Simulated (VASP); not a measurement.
Input:

```xyz
2
Lattice="1.8513 -3.2065 0.0000 1.8513 3.2065 0.0000 0.0000 0.0000 5.8956" Properties=species:S:1:pos:R:3 pbc="T T T"
Gd     1.8513     1.0689     1.4739
Gd     1.8513    -1.0689     4.4217
```

Calculation: PBE GGA, VASP's PBE PAW potentials (set 64) (plane waves; VASP). Run with 400 eV cut-off, 4×4×2 Monkhorst-Pack mesh, first-order Methfessel-Paxton smearing of 0.10 eV, potentials Gd_3.

The 4f electrons are frozen in the core of the lanthanide potential, so 4f levels, which can set the real gap, and their magnetism are missing.

Task: Give the stress tensor in GPa (positive for a compressed cell).

Result: 
```
-2.15   0.00   0.00
 0.00  -2.15   0.00
 0.00   0.00  -2.27
```
The pressure is its mean diagonal, -2.19 GPa.

The compound is Gd in the hcp structure. The cell was not relaxed at this level. The k-mesh is coarse (spacing up to 0.53 per Å, 2π included), so the numbers may not be converged in it. The run is one of a series of settings (KPOINTS 4×4×2 Monkhorst-Pack mesh against the base run), some of them coarse on purpose.
